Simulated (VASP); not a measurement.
All values below come from r2SCAN meta-GGA, VASP's PBE PAW potentials (set 64) (plane waves; VASP).

A VASP calculation is set up with these files.

**INCAR**
```
! general
SYSTEM  = W
PREC    = Accurate
ENCUT   = 500
LREAL   = .FALSE.   ! projection in real space or not
LASPH   = .TRUE.   ! aspherical one-centre terms

! electronic loop
EDIFF   = 1E-6   ! SCF stop (eV)
NELM    = 100   ! most electronic steps
ALGO    = Normal   ! blocked Davidson
LMAXMIX = 6   ! l cut-off of mixed one-centre charges
LMIXTAU = .TRUE.

! smearing
ISMEAR  = 1
SIGMA   = 0.1   ! width (eV)

! functional
METAGGA = R2SCAN

! ions
IBRION  = 2
NSW     = 40   ! most ionic steps
ISIF    = 3   ! ions, shape and volume
EDIFFG  = -0.02   ! ionic stop
PSTRESS = 300

! output
LWAVE   = .FALSE.
LCHARG  = .FALSE.
```

**POSCAR**
```
W
1
   -1.5566619822     1.5566619822     1.5566619822
    1.5566619822    -1.5566619822     1.5566619822
    1.5566619822     1.5566619822    -1.5566619822
W
1
Direct
  0.0000000000   0.0000000000   0.0000000000
```

### KPOINTS
```
kpoints
0
gamma
16 16 16
0 0 0
```

POTCAR, in this order: W_sv (PBE.64 set). Program: vasp_std.

The run wrote:

### OSZICAR
```
       N       E                     dE             d eps       ncg     rms          rms(c)
DAV:   1     0.354082126132E+02    0.35408E+02   -0.79004E+03  3206   0.146E+03
DAV:   2    -0.539645596504E+02   -0.89373E+02   -0.86472E+02  3463   0.339E+02
DAV:   3    -0.555312787139E+02   -0.15667E+01   -0.15554E+01  3610   0.446E+01
DAV:   4    -0.555386156674E+02   -0.73370E-02   -0.73365E-02  3448   0.343E+00
DAV:   5    -0.555386798320E+02   -0.64165E-04   -0.64165E-04  3607   0.312E-01    0.248E+01
DAV:   6    -0.507125724588E+02    0.48261E+01   -0.21720E+00  3328   0.218E+01    0.561E+00
DAV:   7    -0.514781679227E+02   -0.76560E+00   -0.18206E-01  3211   0.554E+00    0.344E+00
DAV:   8    -0.508552998708E+02    0.62287E+00   -0.43224E-01  3229   0.905E+00    0.316E+00
DAV:   9    -0.512744614540E+02   -0.41916E+00   -0.88764E-02  3352   0.339E+00    0.130E+00
DAV:  10    -0.513007070282E+02   -0.26246E-01   -0.12473E-02  3214   0.142E+00    0.573E-01
DAV:  11    -0.513011223439E+02   -0.41532E-03   -0.15718E-03  3481   0.537E-01    0.132E-01
DAV:  12    -0.513012189741E+02   -0.96630E-04   -0.28160E-04  3271   0.248E-01    0.567E-02
DAV:  13    -0.513012186563E+02    0.31778E-06   -0.50634E-05  3298   0.108E-01    0.328E-02
DAV:  14    -0.513012144244E+02    0.42319E-05   -0.14393E-06  2972   0.164E-02    0.267E-02
DAV:  15    -0.513012081322E+02    0.62922E-05   -0.20110E-05  3349   0.652E-02    0.421E-03
DAV:  16    -0.513012049332E+02    0.31990E-05   -0.14959E-06  2741   0.149E-02    0.223E-03
DAV:  17    -0.513012066824E+02   -0.17492E-05   -0.13947E-07  1601   0.513E-03    0.112E-03
DAV:  18    -0.513012068898E+02   -0.20745E-06   -0.16831E-08  1604   0.195E-03
   1 F= -.48475978E+02 E0= -.48475834E+02  d E =-.484760E+02
       N       E                     dE             d eps       ncg     rms          rms(c)
DAV:   1    -0.529792984211E+02   -0.16781E+01   -0.54987E+01  3349   0.118E+02    0.256E+01
DAV:   2    -0.509525660973E+02    0.20267E+01   -0.24453E+00  3241   0.247E+01    0.572E+00
DAV:   3    -0.506219178605E+02    0.33065E+00   -0.10203E+00  3295   0.147E+01    0.425E+00
DAV:   4    -0.502211078814E+02    0.40081E+00   -0.25993E-01  3280   0.679E+00    0.190E+00
DAV:   5    -0.506400572370E+02   -0.41895E+00   -0.11200E-01  3244   0.454E+00    0.637E-01
DAV:   6    -0.506411299956E+02   -0.10728E-02   -0.36503E-03  3406   0.910E-01    0.372E-02
DAV:   7    -0.506410818516E+02    0.48144E-04   -0.65328E-05  3349   0.115E-01    0.242E-02
DAV:   8    -0.506411059302E+02   -0.24079E-04   -0.12150E-05  3373   0.502E-02    0.280E-02
DAV:   9    -0.506410912328E+02    0.14697E-04   -0.67610E-06  3265   0.349E-02    0.313E-03
DAV:  10    -0.506410947160E+02   -0.34832E-05   -0.82041E-08  1622   0.427E-03    0.334E-04
DAV:  11    -0.506410946712E+02    0.44790E-07   -0.57947E-09  1601   0.130E-03
   2 F= -.48186995E+02 E0= -.48186981E+02  d E =0.288983E+00
       N       E                     dE             d eps       ncg     rms          rms(c)
DAV:   1    -0.529010728358E+02   -0.22600E+01   -0.43825E+01  3313   0.115E+02    0.169E+01
DAV:   2    -0.514583312254E+02    0.14427E+01   -0.22335E+00  3244   0.197E+01    0.497E+00
DAV:   3    -0.511871231417E+02    0.27121E+00   -0.78874E-01  3310   0.122E+01    0.226E+00
DAV:   4    -0.511803608340E+02    0.67623E-02   -0.11953E-01  3262   0.473E+00    0.922E-01
DAV:   5    -0.511471727694E+02    0.33188E-01   -0.11895E-01  3190   0.478E+00    0.367E-01
DAV:   6    -0.512495037940E+02   -0.10233E+00   -0.27533E-02  3190   0.216E+00    0.148E-01
DAV:   7    -0.512494073965E+02    0.96398E-04   -0.19231E-04  3502   0.177E-01    0.189E-01
DAV:   8    -0.512493539405E+02    0.53456E-04   -0.18156E-05  3289   0.564E-02    0.276E-01
DAV:   9    -0.512500170068E+02   -0.66307E-03   -0.59673E-04  3286   0.342E-01    0.705E-02
DAV:  10    -0.512499414489E+02    0.75558E-04   -0.11979E-05  3298   0.426E-02    0.820E-02
DAV:  11    -0.512499744491E+02   -0.33000E-04   -0.38876E-06  3403   0.297E-02    0.425E-02
DAV:  12    -0.512499478530E+02    0.26596E-04   -0.37540E-06  3286   0.310E-02    0.420E-03
DAV:  13    -0.512499555661E+02   -0.77131E-05   -0.89738E-08  1604   0.457E-03    0.104E-03
DAV:  14    -0.512499500784E+02    0.54877E-05   -0.32350E-08  1604   0.267E-03    0.487E-04
DAV:  15    -0.512499525599E+02   -0.24815E-05   -0.45364E-09  1598   0.110E-03    0.309E-05
DAV:  16    -0.512499522267E+02    0.33316E-06   -0.42846E-10  1604   0.344E-04
   3 F= -.48487412E+02 E0= -.48487238E+02  d E =-.114336E-01
       N       E                     dE             d eps       ncg     rms          rms(c)
DAV:   1    -0.512466317063E+02    0.33209E-02   -0.50111E-03  3331   0.117E+00    0.200E-01
DAV:   2    -0.512464524720E+02    0.17923E-03   -0.23321E-04  3286   0.217E-01    0.484E-02
DAV:   3    -0.512464171263E+02    0.35346E-04   -0.96805E-05  3325   0.136E-01    0.324E-02
DAV:   4    -0.512464021378E+02    0.14988E-04   -0.29123E-05  3259   0.723E-02    0.589E-03
DAV:   5    -0.512464255826E+02   -0.23445E-04   -0.15848E-05  3199   0.544E-02    0.271E-03
DAV:   6    -0.512464297052E+02   -0.41226E-05   -0.11683E-07  1643   0.464E-03    0.775E-04
DAV:   7    -0.512464272765E+02    0.24286E-05   -0.34129E-08  1595   0.274E-03    0.377E-04
DAV:   8    -0.512464301214E+02   -0.28449E-05   -0.13244E-08  1595   0.169E-03    0.112E-04
DAV:   9    -0.512464297435E+02    0.37795E-06   -0.19662E-09  1595   0.696E-04
   4 F= -.48487456E+02 E0= -.48487280E+02  d E =-.114783E-01
```

OUTCAR:
```
------------------------ aborting loop because EDIFF is reached ----------------------------------------
  FORCE on cell =-STRESS in cart. coord.  units (eV):
  Direction    XX          YY          ZZ          XY          YZ          ZX
  --------------------------------------------------------------------------------------
  Total        2.7518392      2.7518392      2.7518392     -0.0000000      0.0000000      0.0000000
  in kB      299.2242665    299.2242665    299.2242665     -0.0000000      0.0000000      0.0000000
  external PRESSURE =      -0.7757335 kB  Pullay stress =     300.0000000 kB
  volume of cell :       14.73
      direct lattice vectors                 reciprocal lattice vectors
    -1.544396980  1.544396980  1.544396980     0.000000000  0.323750957  0.323750957
     1.544396980 -1.544396980  1.544396980     0.323750957  0.000000000  0.323750957
     1.544396980  1.544396980 -1.544396980     0.323750957  0.323750957  0.000000000
 POSITION                                       TOTAL-FORCE (eV/Angst)
 -----------------------------------------------------------------------------------
      1.54440      1.54440     -1.54440         0.000000      0.000000     -0.000000
 -----------------------------------------------------------------------------------
    total drift:                                0.000000     -0.000000     -0.000000
  FREE ENERGIE OF THE ION-ELECTRON SYSTEM (eV)
  ---------------------------------------------------
  free  energy   TOTEN  =       -51.2464297435 eV

  energy  without entropy=      -51.2459018163  energy(sigma->0) =      -51.24625377
  enthalpy is  TOTEN    =       -48.4874564589 eV   P V=        2.7589732846

 reached required accuracy - stopping structural energy minimisation
```
(Selected blocks of OUTCAR.)

CONTCAR:
```
W
   1.00000000000000
    -1.5443969804770949    1.5443969804770949    1.5443969804770949
     1.5443969804770949   -1.5443969804770949    1.5443969804770949
     1.5443969804770949    1.5443969804770949   -1.5443969804770949
  W
     1
Direct
     0.0000000000000000    0.0000000000000000    1.0000000000000000
```

Energy and stress use the plane-wave basis of the starting cell.

The compound is W in the bcc structure. This run relaxes it under an external pressure of 30 GPa. Symmetry was kept, so distortions that lower it aren't found.
